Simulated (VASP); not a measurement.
Ge7Au, 8 atoms in the cell. Symmetry: P-43m, No. 215, cubic system. The conventional cell has a = 5.798 Å, b = 5.798 Å, c = 5.798 Å, α = 90.00°, β = 90.00°, γ = 90.00°. Around Ge (site symmetry 3m) lie 3 Ge at 2.51 Å and 1 Au at 2.52 Å. Around Ge (site symmetry -42m) lie 4 Ge at 2.51 Å. Around Au (site symmetry -43m) lie 4 Ge at 2.52 Å. The cell was built by a generator and needn't be a form met in nature.

* Program: VASP 6.6.1
* Task: band structure
* Functional: BLYP
* Potentials or basis: VASP PAW PBE potentials, release 64 (Ge_d, Au)
* Cutoff: 520 eV
* k mesh: 4 × 4 × 4
* Occupations: fermi-dirac, width 0.05 eV
* Spin: no spin polarisation
* Further INCAR settings: ALGO = Normal; EDIFF = 1e-06

Potentials or basis: VASP PAW PBE potentials, release 64 (Ge_d, Au).

The run is started by

```console
$ cat potpaw_PBE.64/Ge_d/POTCAR potpaw_PBE.64/Au/POTCAR > POTCAR
$ cp INCAR.step1 INCAR
$ cp KPOINTS.step1 KPOINTS
$ mpirun -np 1 vasp_std > vasp.out
$ cp INCAR.step2 INCAR
$ cp KPOINTS.step2 KPOINTS
$ mpirun -np 1 vasp_std > vasp.out
```

Hardware: 1 thread of Intel(R) Xeon(R) Platinum 8488C (Sapphire Rapids), on a shared host.

Problem. How long does it take, and how much memory?

Solution. Wall time 13 min on 1 thread of Intel(R) Xeon(R) Platinum 8488C (Sapphire Rapids) (shared host), peak memory 1.1 GiB. Counts: scf iterations 9, k points 120.
